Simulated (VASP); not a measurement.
Given:

```
GdN
1.0
    0.00000     2.49000     2.49000
    2.49000     0.00000     2.49000
    2.49000     2.49000     0.00000
Gd N
1 1
Cartesian
  0.00000   0.00000   0.00000
  2.49000   2.49000   2.49000
```

The numbers are results of revTPSS meta-GGA, VASP's PBE PAW potentials (set 64) (plane waves; VASP), not measurements. Run with 520 eV cut-off, 8×8×8 Γ-centred mesh, Gaussian smearing of 0.050 eV, potentials Gd_3 N.

The 4f electrons are frozen in the core of the lanthanide potential, so 4f levels, which can set the real gap, and their magnetism are missing.

Task: The ions, cell shape and volume are relaxed. Predict the relaxed structure.

Result: 
```
GdN
1.0
    0.00000     2.47929     2.47929
    2.47929     0.00000     2.47929
    2.47929     2.47929     0.00000
Gd N
1 1
Direct
  0.00000   0.00000   0.00000
  0.50000   0.50000   0.50000
```
Space group Fm-3m (225), at a tolerance of 0.03 Å.

Task: How do energy and volume change from the first to the last step?

Result: The energy (σ→0) changes by -1.3 meV/atom and the volume by -1.3 %, in 3 ionic steps.

The compound is GdN in the rock salt structure. This run relaxes it. Symmetry was kept, so distortions that lower it aren't found.
